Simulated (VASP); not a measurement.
Input:

```
Li2O
1.0
    0.00000     2.31000     2.31000
    2.31000     0.00000     2.31000
    2.31000     2.31000     0.00000
Li O
2 1
Direct
  0.25000   0.25000   0.25000
  0.75000   0.75000   0.75000
  0.00000   0.00000   0.00000
```

These are PBE GGA, VASP's PBE PAW potentials (set 64) (plane waves; VASP) values and carry that method's errors. Run with 520 eV cut-off, Gaussian smearing of 0.050 eV, potentials Li_sv O.

Question: What does the run give for the band gap (along the path) with the smallest direct gap where there is one?

Answer: 
The band gap (along the path) comes out as 4.97 eV. The smallest direct gap (along the path) comes out as 5.27 eV.

Only differences to runs with the same potentials and settings are physical.

The compound is Li2O in the antifluorite structure. The cell was not relaxed at this level.
